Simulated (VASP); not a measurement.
The input files of a VASP run:

**INCAR**
```
# general
SYSTEM   =  AlNi
PREC     =  Accurate
ENCUT    =  400   # plane-wave cut-off (eV)
LREAL    =  F
LASPH    =  T

# electronic loop
EDIFF    =  1E-6   # SCF stop (eV)
NELM     =  100
ALGO     =  Normal   # blocked Davidson
LMAXMIX  =  4   # l cut-off of mixed one-centre charges
LMIXTAU  =  T

# smearing
ISMEAR   =  1   # Methfessel-Paxton
SIGMA    =  0.1   # width (eV)

# functional
METAGGA  =  R2SCAN

# ions
IBRION   =  2
NSW      =  60
ISIF     =  3   # ions, shape and volume
EDIFFG   =  -0.01   # ionic stop

# output
LWAVE    =  F
LCHARG   =  F
```

**KPOINTS**
```
Automatic mesh
0
Gamma
12 12 11
0 0 0
```

POSCAR:
```
AlNi
1
    2.0086204222    -2.0095359314     0.0000000000
    2.0086204222     2.0095359314     0.0000000000
    0.0000000000     0.0000000000     2.8987050137
Al Ni
1 1
Direct
  0.0000000000   0.0000000000   0.0000000000
  0.5000000000   0.5000000000   0.5000000000
```

POTCAR, in this order: Al Ni (PBE.64 set). Program: vasp_std.

Translate this r2SCAN calculation to Ansatz.

One equivalent input (not run):
Ansatz 0.2 input:
```yaml
crystal:
  lattice:
    - [2.0086204, -2.0095359, 0.0000000]
    - [2.0086204, 2.0095359, 0.0000000]
    - [0.0000000, 0.0000000, 2.8987050]
  atoms:
    - { symbol: Al, position: [0.0000000, 0.0000000, 0.0000000] }
    - { symbol: Ni, position: [0.5000000, 0.5000000, 0.5000000] }
kpoints:
  mp_grid: { grid: [12, 12, 11] }
hamiltonian:
  xc: r2scan
  pseudopotentials: { kind: paw }
scf:
  occupations: { method: methfessel_paxton, width: 0.1 }
  max_iter: 100
relax:
  max_steps: 60
  f_tol: 0.01
  cell: {}
output: { forces: true, stress: true, eigenvalues: true }
```
The two are equivalent in intent, not identical: each code has its own PAW files, so the cut-off isn't converted (ENCUT is set for VASP's; basis.ecutwfc is left out, and Ansatz then takes the one that its files recommend); Ansatz stops its SCF on the density residual and VASP on the energy change (EDIFF).

The structure comes from a computed database's AlNi entry (Cmmm); how it stands against other phases isn't given here. This run relaxes it. It ends in space group P4/mmm. Symmetry was kept, so distortions that lower it aren't found. The start is the result of an earlier pass.
